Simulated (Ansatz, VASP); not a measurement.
**Two plane-wave programs on AgSn2**

INCAR

```
SYSTEM = AgSn2
PREC = Accurate
ENCUT = 520
EDIFF = 1E-7
ISMEAR = 0
SIGMA = 0.1
LREAL = .FALSE.
LASPH = .TRUE.
NELM = 100
ALGO = Fast
ISIF = 2
LWAVE = .FALSE.
LCHARG = .FALSE.
GGA = PE
NBANDS = 48
```

Contents of KPOINTS:

```
Automatic mesh
0
G
  4 4 4
  0 0 0
```

POSCAR

```
AgSn2
1.0
    0.0000000000      4.1525974613      4.1525974613
    4.1525974613      0.0000000000      4.1525974613
    4.1525974613      4.1525974613      0.0000000000
Ag Sn
2 4
Direct
    0.0000000000      0.0000000000      0.0000000000
    0.2500000000      0.2500000000      0.2500000000
    0.6250000000      0.6250000000      0.6250000000
    0.1250000000      0.6250000000      0.6250000000
    0.6250000000      0.6250000000      0.1250000000
    0.6250000000      0.1250000000      0.6250000000
```

Input for Ansatz:

```yaml
crystal:
  lattice:
    - [0.0, 4.1525974613, 4.1525974613]
    - [4.1525974613, 0.0, 4.1525974613]
    - [4.1525974613, 4.1525974613, 0.0]
  atoms:
    - { symbol: Ag, position: [0.0, 0.0, 0.0] }
    - { symbol: Ag, position: [0.25, 0.25, 0.25] }
    - { symbol: Sn, position: [0.625, 0.625, 0.625] }
    - { symbol: Sn, position: [0.125, 0.625, 0.625] }
    - { symbol: Sn, position: [0.625, 0.625, 0.125] }
    - { symbol: Sn, position: [0.625, 0.125, 0.625] }
basis:
  ecutwfc: 420
kpoints:
  mp_grid: { grid: [4, 4, 4] }
hamiltonian:
  xc: pbe
scf:
  occupations: { method: gaussian, width: 0.1 }
  lower_state_search: "off"
output:
  forces: true
  stress: true
  eigenvalues: true
```

Alike in both runs: task single point; functional PBE; k mesh 4 × 4 × 4; occupations gaussian, width 0.1 eV; no spin polarisation.

|  | VASP | Ansatz |
| --- | --- | --- |
| version | VASP 6.6.1 | Ansatz 0.2.0 |
| potentials or method | VASP PAW PBE potentials, release 64 (Ag, Sn_d) | scalar-relativistic, plane waves, PAW |
| plane-wave cutoff (eV) | 520 | 420 |
| valence electrons in the cell | 78 | 94 |

|  | VASP | Ansatz | Ansatz less VASP |
| --- | --- | --- | --- |
| gap on the k mesh at the Fermi level (eV) | none | none | - |
| pressure (GPa) | 8.2 | 8.2 | +0.06 |

A gap of «none» marks a metal or a gap that the smearing closes. The two sets of potentials don't hold the same shells in valence.
